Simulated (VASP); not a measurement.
Calculation: HSE06 screened hybrid, VASP's PBE PAW potentials (set 64) (plane waves; VASP).

VASP ran on this input.

File KPOINTS:
```
Automatic mesh
0
Gamma
1 1 1
0 0 0
```

### INCAR
```
# general
SYSTEM  =Si65
PREC    =Normal
ENCUT   =400
LREAL   =Auto   # projection in real space or not
LASPH   =.TRUE.   # aspherical one-centre terms
ISYM    =0
NELECT  =261.0

# electronic loop
EDIFF   =1E-5   # SCF stop (eV)
NELM    =50   # most electronic steps
NELMIN  =4
ALGO    =Normal   # blocked Davidson

# smearing
ISMEAR  =0   # Gaussian
SIGMA   =0.05   # width (eV)

# functional
GGA     =PE   # PBE
LHFCALC =.TRUE.
AEXX    =0.25
HFSCREEN=0.2
PRECFOCK=Fast

# spin
ISPIN   =2
MAGMOM  =65*0.0154
NUPDOWN =1

# ions
ISIF    =0

# output
LWAVE   =.FALSE.
LCHARG  =.FALSE.
LORBIT  =10
```

**POSCAR**
```
Si65
1
   10.9370747000     0.0000000000     0.0000000000
    0.0000000000    10.9370747000     0.0000000000
    0.0000000000     0.0000000000    10.9370747000
Si
65
Direct
  0.4999215135   0.9978348392   0.9994891388
  0.6313980279   0.1188483404   0.1190550386
  0.7524188498   0.2510788939   0.9979391405
  0.8755890627   0.3748085532   0.1260093832
  0.7502143102   0.9974411598   0.2505265824
  0.8735668007   0.1220067364   0.3768570848
  0.9986918348   0.9983023336   0.0010021934
  0.1215410477   0.1219558224   0.1283009788
  0.2450452654   0.2455104845   0.0006151017
  0.3744250799   0.3743244948   0.1201720600
  0.5001759404   0.4998926771   0.9989983251
  0.6210261570   0.6213510646   0.1290577900
  0.7468284174   0.7473004633   0.0031752413
  0.8733556665   0.8731405530   0.1252210950
  0.2476940231   0.9972985924   0.2515008294
  0.3751110748   0.1205736691   0.3748653152
  0.5039833655   0.2378614404   0.2471918110
  0.6298218234   0.3743682976   0.3758619888
  0.7507228216   0.4998731888   0.2500481300
  0.8757778688   0.6243524135   0.3750498212
  0.4983931127   0.9970783022   0.5022441295
  0.6216752313   0.1219135920   0.6285149660
  0.7494936289   0.2454510897   0.5050226758
  0.8735415899   0.3734363937   0.6278894940
  0.7490997078   0.9984947489   0.7515259597
  0.8762135751   0.1241595115   0.8739862741
  0.9988481061   0.4993770374   0.9998729163
  0.1198072728   0.6310548148   0.1185975739
  0.2511797798   0.7526526511   0.9977118884
  0.3746398604   0.8758010575   0.1258258427
  0.9967294664   0.2476463396   0.2519391809
  0.1186666377   0.3739377197   0.3761751060
  0.2332609360   0.5012498224   0.2465917102
  0.3746358982   0.6301792460   0.3757901501
  0.5000772744   0.7520473445   0.2500680654
  0.6242403772   0.8751990353   0.3757528682
  0.0012138241   0.0005284992   0.5017392189
  0.1279261517   0.1278685337   0.6222740793
  0.2550289605   0.2554084855   0.4952903800
  0.3746891951   0.3748503083   0.6307284857
  0.5046271526   0.5015978745   0.5150406435
  0.6317643686   0.6310517756   0.6309410308
  0.7526324437   0.7525607912   0.4992175385
  0.8761126606   0.8759220830   0.6262521066
  0.2479072748   0.0003499922   0.7490758399
  0.3730773497   0.1222461984   0.8762285474
  0.4982312373   0.2480065691   0.7533162941
  0.6242055211   0.3745363477   0.8749775392
  0.7501346118   0.4994081467   0.7522019764
  0.8731983423   0.6244345884   0.8771882092
  0.9990548949   0.7508430028   0.2502598094
  0.1230326500   0.8736795401   0.3767133305
  0.9967706202   0.4984342028   0.5027140685
  0.1214077486   0.6218571899   0.6286215125
  0.2449555132   0.7494325163   0.5049057535
  0.3732787614   0.8736692165   0.6272830072
  0.0012174993   0.2489276210   0.7492059361
  0.1227696455   0.3734608363   0.8765166586
  0.2474832542   0.4986542789   0.7531255507
  0.3750006869   0.6244361027   0.8743885506
  0.5000408095   0.7510181690   0.7516376568
  0.6252115531   0.8732906979   0.8768830936
  0.9982920621   0.7492060512   0.7520407049
  0.1239956034   0.8755532181   0.8744150318
  0.4217891981   0.4257314385   0.3269055954
```

POTCAR, in this order: Si (PBE.64 set). Program: vasp_gam. Read from the step before: WAVECAR.

The resulting files:

OUTCAR:
```
 ion  position               nearest neighbor table
   1  0.500  0.998  0.999-   2 2.35  62 2.35  30 2.36  46 2.37
   2  0.631  0.119  0.119-   5 2.35   1 2.35   3 2.37  17 2.37
   3  0.752  0.251  0.998-  26 2.37  48 2.37   2 2.37   4 2.37
   4  0.876  0.375  0.126-  19 2.36  27 2.36  31 2.36   3 2.37
   5  0.750  0.997  0.251-   2 2.35  14 2.35  36 2.36   6 2.36
   6  0.874  0.122  0.377-  31 2.36  37 2.36   5 2.36  23 2.37
   7  0.999  0.998  0.001-   8 2.36  64 2.37  14 2.37  26 2.37
   8  0.122  0.122  0.128-   7 2.36  15 2.36  31 2.36   9 2.37
   9  0.245  0.246  0.001-  58 2.36   8 2.37  46 2.37  10 2.39
  10  0.374  0.374  0.120-  11 2.35  65 2.39   9 2.39  17 2.48  33 2.49
  11  0.500  0.500  0.999-  10 2.35  12 2.35  48 2.36  60 2.36
  12  0.621  0.621  0.129-  19 2.35  11 2.35  35 2.35  13 2.38
  13  0.747  0.747  0.003-  62 2.36  14 2.36  50 2.37  12 2.38
  14  0.873  0.873  0.125-   5 2.35  51 2.36  13 2.36   7 2.37
  15  0.248  0.997  0.252-  52 2.36   8 2.36  16 2.36  30 2.36
  16  0.375  0.121  0.375-  15 2.36  17 2.36  21 2.36  39 2.37
  17  0.504  0.238  0.247-  16 2.36   2 2.37  65 2.41  18 2.47  10 2.48
  18  0.630  0.374  0.376-  19 2.35  23 2.39  65 2.40  17 2.47  41 2.48
  19  0.751  0.500  0.250-  18 2.35  12 2.35   4 2.36  20 2.37
  20  0.876  0.624  0.375-  19 2.37  51 2.37  53 2.37  43 2.37
  21  0.498  0.997  0.502-  56 2.36  16 2.36  36 2.36  22 2.36
  22  0.622  0.122  0.629-  25 2.36  47 2.36  21 2.36  23 2.37
  23  0.749  0.245  0.505-  22 2.37  24 2.37   6 2.37  18 2.39
  24  0.874  0.373  0.628-  53 2.36  57 2.36  49 2.36  23 2.37
...
```

File OSZICAR:
```
       N       E                     dE             d eps       ncg     rms          rms(c)
DAV:   1    -0.393584739621E+03   -0.39358E+03   -0.12689E+01   656   0.806E+00    0.196E+01
DAV:   2    -0.393690726333E+03   -0.10599E+00   -0.32289E-01   712   0.121E+00    0.127E+01
DAV:   3    -0.393678225486E+03    0.12501E-01   -0.15344E-02   736   0.223E-01    0.758E+00
DAV:   4    -0.393671964964E+03    0.62605E-02   -0.25207E-03   720   0.989E-02    0.439E+00
DAV:   5    -0.393669737280E+03    0.22277E-02   -0.77837E-04   704   0.555E-02    0.251E+00
DAV:   6    -0.393668991157E+03    0.74612E-03   -0.25439E-04   728   0.317E-02    0.143E+00
DAV:   7    -0.393668742271E+03    0.24889E-03   -0.91455E-05   696   0.189E-02    0.816E-01
DAV:   8    -0.393668666842E+03    0.75429E-04   -0.30368E-05   472   0.112E-02    0.469E-01
DAV:   9    -0.393668646917E+03    0.19924E-04   -0.14341E-05   408   0.797E-03    0.266E-01
DAV:  10    -0.393668643297E+03    0.36207E-05   -0.52988E-06   392   0.490E-03
   1 F= -.39366864E+03 E0= -.39366864E+03  d E =-.204031E-05  mag=     1.0000
```

### OUTCAR
```
------------------------ aborting loop because EDIFF is reached ----------------------------------------
  volume of cell :     1308.29
      direct lattice vectors                 reciprocal lattice vectors
    10.937074700  0.000000000  0.000000000     0.091432127  0.000000000  0.000000000
     0.000000000 10.937074700  0.000000000     0.000000000  0.091432127  0.000000000
     0.000000000  0.000000000 10.937074700     0.000000000  0.000000000  0.091432127
 POSITION                                       TOTAL-FORCE (eV/Angst)
 -----------------------------------------------------------------------------------
      5.46768     10.91339     10.93149         0.025305     -0.016162      0.010992
      6.90565      1.29985      1.30211        -0.013616     -0.019284      0.026112
      8.22926      2.74607     10.91453        -0.043384      0.002493      0.029117
      9.57638      4.09931      1.37817        -0.001460      0.013539     -0.007594
      8.20515     10.90909      2.74003        -0.018875     -0.019387     -0.035662
      9.55427      1.33440      4.12171         0.011867      0.013067     -0.000602
     10.92277     10.91851      0.01096         0.004526     -0.013039      0.001038
      1.32930      1.33384      1.40324         0.014180      0.012803     -0.012120
      2.68008      2.68517      0.00673        -0.013130      0.031016      0.011672
      4.09512      4.09401      1.31433         0.024343      0.038161      0.060102
      5.47046      5.46736     10.92612         0.021340     -0.028364      0.025022
      6.79221      6.79576      1.41151         0.015795     -0.017210     -0.007231
      8.16812      8.17328      0.03473        -0.019403      0.024292      0.008820
      9.55196      9.54960      1.36955        -0.021783      0.008188      0.022036
      2.70905     10.90753      2.75068        -0.011552     -0.015902     -0.007711
      4.10262      1.31872      4.09993         0.003579      0.003038      0.016633
      5.51210      2.60151      2.70356         0.004067      0.039820      0.005927
      6.88841      4.09449      4.11083        -0.036435      0.034127     -0.026830
      8.21071      5.46715      2.73480        -0.048688     -0.022187     -0.010578
      9.57845      6.82859      4.10195         0.008408     -0.004548      0.002593
      5.45096     10.90512      5.49308         0.006756     -0.012615     -0.003420
      6.79931      1.33338      6.87412         0.026061      0.012493     -0.015681
      8.19727      2.68452      5.52347        -0.015667      0.018783      0.003305
      9.55399      4.08430      6.86727        -0.003663      0.017558     -0.023139
      8.19296     10.92061      8.21950        -0.006789     -0.007022     -0.004141
      9.58321      1.35794      9.55885         0.001007      0.003889      0.014586
     10.92448      5.46172     10.93568         0.039764      0.016670      0.013736
      1.31034      6.90189      1.29711         0.031757     -0.073747      0.026182
      2.74717      8.23182     10.91205        -0.035962      0.001702      0.024166
      4.09746      9.57870      1.37617        -0.007065     -0.008670     -0.008448
     10.90130      2.70853      2.75548         0.032252      0.021349      0.000022
      1.29787      4.08978      4.11426         0.017305      0.020027     -0.023146
      2.55119      5.48221      2.69699        -0.105038     -0.030016     -0.033084
      4.09742      6.89232      4.11004         0.028283     -0.085536     -0.031824
      5.46938      8.22520      2.73501         0.007953      0.006166      0.014558
      6.82736      9.57212      4.10964         0.011545     -0.002310      0.000289
      0.01328      0.00578      5.48756         0.006783     -0.009103      0.002120
      1.39914      1.39851      6.80586         0.001136     -0.005975     -0.006988
      2.78927      2.79342      5.41703        -0.038975     -0.005753      0.025223
      4.09800      4.09977      6.89832         0.009077      0.007955     -0.012899
      5.51914      5.48601      5.63304         0.038689     -0.026537      0.057517
      6.90965      6.90186      6.90065        -0.001673     -0.079347     -0.016111
      8.23160      8.23081      5.45998        -0.039775     -0.002693      0.028665
      9.58211      9.58003      6.84937        -0.008625     -0.011196     -0.013868
      2.71138      0.00383      8.19270         0.009533     -0.006382     -0.002443
      4.08037      1.33702      9.58338         0.004314      0.004838     -0.004625
      5.44919      2.71247      8.23908         0.007170      0.018440     -0.009773
      6.82698      4.09633      9.56969         0.007235      0.017161      0.003960
      8.20428      5.46206      8.22689        -0.024710      0.022379     -0.029018
      9.55024      6.82949      9.59387        -0.008660     -0.051117     -0.001808
     10.92674      8.21203      2.73711         0.022678      0.010422     -0.005156
      1.34562      9.55550      4.12014         0.007515     -0.014961     -0.002278
     10.90175      5.45141      5.49822         0.027107     -0.006124      0.011607
      1.32785      6.80130      6.87528         0.013862     -0.006626     -0.019298
      2.67910      8.19660      5.52219         0.003097      0.008135     -0.009478
      4.08258      9.55539      6.86064        -0.002623     -0.010204     -0.011299
      0.01332      2.72254      8.19412         0.002771      0.008745      0.000329
      1.34274      4.08457      9.58653         0.012807      0.015845      0.018306
      2.70674      5.45382      8.23699        -0.012440      0.005192     -0.010540
      4.10141      6.82950      9.56325        -0.013141     -0.011382     -0.003539
      5.46898      8.21394      8.22072         0.009174      0.004955     -0.016173
      6.83799      9.55125      9.59054         0.000202     -0.007934      0.026411
     10.91839      8.19412      8.22513         0.004862     -0.002936      0.003597
      1.35615      9.57599      9.56354         0.010002     -0.003072      0.006008
      4.61314      4.65626      3.57539         0.019025      0.174094     -0.074146
 -----------------------------------------------------------------------------------
    total drift:                               -0.016053      0.035705      0.009110
  FREE ENERGIE OF THE ION-ELECTRON SYSTEM (eV)
  ---------------------------------------------------
  free  energy   TOTEN  =      -393.6686432968 eV

  energy  without entropy=     -393.6686412565  energy(sigma->0) =     -393.66864228

  exchange ACFDT corr.  =         0.00000000  see jH, gK, PRB 81, 115126

 total charge

# of ion       s       p       d       tot
------------------------------------------
    1        0.750   0.970   0.000   1.720
    2        0.762   0.962   0.000   1.724
    3        0.750   0.965   0.000   1.715
    4        0.752   0.964   0.000   1.716
    5        0.749   0.971   0.000   1.719
    6        0.755   0.964   0.000   1.719
    7        0.748   0.966   0.000   1.714
    8        0.748   0.968   0.000   1.716
    9        0.764   0.951   0.000   1.715
   10        0.762   0.922   0.000   1.684
   11        0.750   0.968   0.000   1.718
   12        0.750   0.962   0.000   1.712
   13        0.754   0.962   0.000   1.715
   14        0.751   0.968   0.000   1.718
   15        0.749   0.968   0.000   1.717
   16        0.757   0.957   0.000   1.713
   17        0.773   0.917   0.000   1.690
   18        0.759   0.926   0.000   1.684
   19        0.750   0.968   0.000   1.718
   20        0.754   0.962   0.000   1.716
   21        0.749   0.968   0.000   1.717
   22        0.748   0.967   0.000   1.715
   23        0.763   0.951   0.000   1.714
...
```
(Selected blocks of OUTCAR.)

The cell is charged, with a uniform compensating background. The supercell is sampled at Γ alone, which is coarse: total energies, pressure and levels can be off, energies of defects by several tenths of an eV.

The cell is a supercell with a defect, built from Si (diamond): Si_i, charge -1. The cell's shape comes from a PBE relaxation.
